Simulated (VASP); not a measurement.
Energy against volume of InSb (zinc blende). All values below come from PBEsol GGA, VASP's PBE PAW potentials (set 64) (plane waves; VASP). Run with 520 eV cut-off, 10×10×10 Γ-centred mesh, first-order Methfessel-Paxton smearing of 0.10 eV, potentials In_d Sb.

```csv
V (Å³/atom),E (eV/atom)
33.589,-3.84510
34.628,-3.84985
35.667,-3.84622
36.706,-3.83556
```

Task: Fit these four points and predict the energy of the run at 32.550 Å³/atom.

Result: A cubic in V^(−2/3), the third-order Birch-Murnaghan form, passes through the four points with V0 = 34.67 Å³/atom and B0 = 43 GPa, and gives -3.8304 eV/atom there. The run gave -3.8303 eV/atom, +0.0 meV/atom from the fit; all five points give B0 = 43 GPa.

The compound is InSb in the zinc blende structure. It was relaxed first.
